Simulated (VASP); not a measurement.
Computed with PBEsol GGA, VASP's PBE PAW potentials (set 64) (plane waves; VASP 6.6.1).

The input files of a VASP run:

File POSCAR:
```
AuPt3
1.0
 -0.0082310281   3.9334086687   3.9983788646
  3.9334086687  -0.0082310281   3.9983788646
  1.9625888203   1.9625888203   0.0000000000
Pt Au
3 1
Cart
  1.9625888203   1.9625888203   0.0000000000
  1.9667043343  -0.0041155140   1.9991894323
  1.9584733062   3.9292931546   1.9991894323
  1.9625888203   1.9625888203   3.9983788646
```

KPOINTS:
```
k-points along high-symmetry lines
8
Line-mode
Reciprocal
  0.000000   0.000000   0.000000 ! GAMMA
 -0.500000  -0.500000   0.000000 ! Y

 -0.500000  -0.500000   0.000000 ! Y
 -0.625000  -0.375000   0.000000 ! C_0

 -0.375000   0.375000   0.000000 ! SIGMA_0
  0.000000   0.000000   0.000000 ! GAMMA

  0.000000   0.000000   0.000000 ! GAMMA
  0.500000   0.500000   0.500000 ! Z

  0.500000   0.500000   0.500000 ! Z
  0.125000   0.875000   0.500000 ! A_0

 -0.125000   0.125000   0.500000 ! E_0
  0.000000   0.000000   0.500000 ! T

  0.000000   0.000000   0.500000 ! T
 -0.500000  -0.500000   0.000000 ! Y

  0.000000   0.000000   0.000000 ! GAMMA
 -0.500000   0.000000   0.000000 ! S

 -0.500000   0.000000   0.000000 ! S
  0.000000   0.500000   0.500000 ! R

  0.000000   0.500000   0.500000 ! R
  0.500000   0.500000   0.500000 ! Z

  0.500000   0.500000   0.500000 ! Z
  0.000000   0.000000   0.500000 ! T
```

### INCAR
```
SYSTEM = AuPt3
PREC = Accurate
ENCUT = 400
EDIFF = 1E-7
NELM = 100
ALGO = Normal
LREAL = .FALSE.
LASPH = .TRUE.
ISMEAR = 0
SIGMA = 0.05
GGA = PS
LMAXMIX = 6
LWAVE = .FALSE.
LCHARG = .FALSE.
LORBIT = 11
ICHARG = 11
```

POTCAR, in this order: Pt Au (PBE.64 set). Program: vasp_std. Read from the step before: CHGCAR.

The run wrote:

File OUTCAR:
```
 ion  position               nearest neighbor table
   1  0.000  0.000  0.000-   4 2.79   4 2.79   2 2.80   3 2.80   2 2.80   2 2.80   2 2.80   3 2.80
                             3 2.80   3 2.80
   2  0.000  0.500  0.000-   3 2.79   3 2.79   1 2.80   4 2.80   1 2.80   1 2.80   1 2.80   4 2.80
                             4 2.80   4 2.80
   3  0.500  0.000  0.000-   2 2.79   2 2.79   1 2.80   4 2.80   4 2.80   1 2.80   4 2.80   1 2.80
                             1 2.80   4 2.80
   4  0.500  0.500  0.000-   1 2.79   1 2.79   2 2.80   3 2.80   3 2.80   2 2.80   3 2.80   2 2.80
                             3 2.80   2 2.80
  LATTYP: Found a base centered orthorhombic cell.
 ALAT       =     5.5743203172
 B/A-ratio  =     1.4345709027
 C/A-ratio  =     0.4979117756
 Subroutine PRICEL returns:
 Original cell was already a primitive cell.
 Subroutine GETGRP returns: Found  8 space group operations
The static configuration has the point symmetry D_2h.
The dynamic configuration has the point symmetry D_2h.
 Subroutine INISYM returns: Found  8 space group operations
   k-points           NKPTS =     88   k-points in BZ     NKDIM =     88   number of bands    NBANDS=     24
   number of dos      NEDOS =    301   number of ions     NIONS =      4
   total plane-waves  NPLWV =  28800
   dimension x,y,z NGX =    40 NGY =   40 NGZ =   18
   dimension x,y,z NGXF=    80 NGYF=   80 NGZF=   36
   ions per type =               3   1
...
```

### OSZICAR
```
       N       E                     dE             d eps       ncg     rms          rms(c)
DAV:   1     0.215019452842E+03    0.21502E+03   -0.18227E+04  4368   0.130E+03
DAV:   2    -0.169481516506E+02   -0.23197E+03   -0.22580E+03  5152   0.305E+02
DAV:   3    -0.217121417108E+02   -0.47640E+01   -0.46491E+01  4696   0.440E+01
DAV:   4    -0.217809724119E+02   -0.68831E-01   -0.68417E-01  4600   0.498E+00
DAV:   5    -0.217824362691E+02   -0.14639E-02   -0.14636E-02  4760   0.668E-01
DAV:   6    -0.217824660778E+02   -0.29809E-04   -0.29809E-04  4736   0.909E-02
DAV:   7    -0.217824666919E+02   -0.61410E-06   -0.61528E-06  4760   0.125E-02
DAV:   8    -0.217824667066E+02   -0.14727E-07   -0.14040E-07  3200   0.177E-03
   1 F= -.21782467E+02 E0= -.21779960E+02  d E =-.501356E-02
```

**OUTCAR**
```
 val. band max:       10.6795239361   @ k =  -0.0179   0.0179   0.5000

 cond. band min:      10.6957781239   @ k =  -0.1071   0.1071   0.0000



 k-point     1 :       0.0000    0.0000    0.0000
  band No.  band energies     occupation
      1       0.4418      2.00000
      2       3.2635      2.00000
      3       3.2644      2.00000
      4       3.5204      2.00000
      5       3.9806      2.00000
      6       6.1845      2.00000
      7       6.4072      2.00000
      8       6.5058      2.00000
      9       6.5645      2.00000
     10       6.6241      2.00000
     11       6.8629      2.00000
     12       7.0041      2.00000
     13       8.5701      2.00000
     14       8.6803      2.00000
     15       9.9235      2.00000
     16      10.0386      2.00000
     17      10.0468      2.00000
     18      10.1397      2.00000
     19      10.2346      2.00000
     20      10.4101      2.00000
     21      10.6167      1.96268
     22      10.9009      0.00000
     23      10.9079      0.00000
     24      12.0005      0.00000

 k-point     2 :      -0.0714   -0.0714    0.0000
  band No.  band energies     occupation
      1       0.5070      2.00000
      2       3.2994      2.00000
      3       3.3047      2.00000
      4       3.5437      2.00000
      5       4.0067      2.00000
      6       6.1640      2.00000
      7       6.4379      2.00000
      8       6.5332      2.00000
      9       6.5721      2.00000
     10       6.5864      2.00000
     11       6.8649      2.00000
     12       7.0382      2.00000
     13       8.5147      2.00000
     14       8.6941      2.00000
     15       9.4131      2.00000
     16       9.4584      2.00000
     17       9.9909      2.00000
     18      10.2091      2.00000
     19      10.5766      1.99871
     20      10.6074      1.98099
     21      10.6480      1.76873
     22      10.8232      0.00017
     23      11.0839      0.00000
     24      11.6361      0.00000

...
```

The density is held fixed in this step, so its total energy and stress have no physical meaning. Unless said otherwise, spin-orbit coupling is left out, though it shifts the bands of the heavy elements here.

The structure was generated: AuPt3 was put into an ordered model structure (Cmmm), which need not be its known phase. It was relaxed first. The electron count is odd and the run is not spin-polarised, which forces a metal.
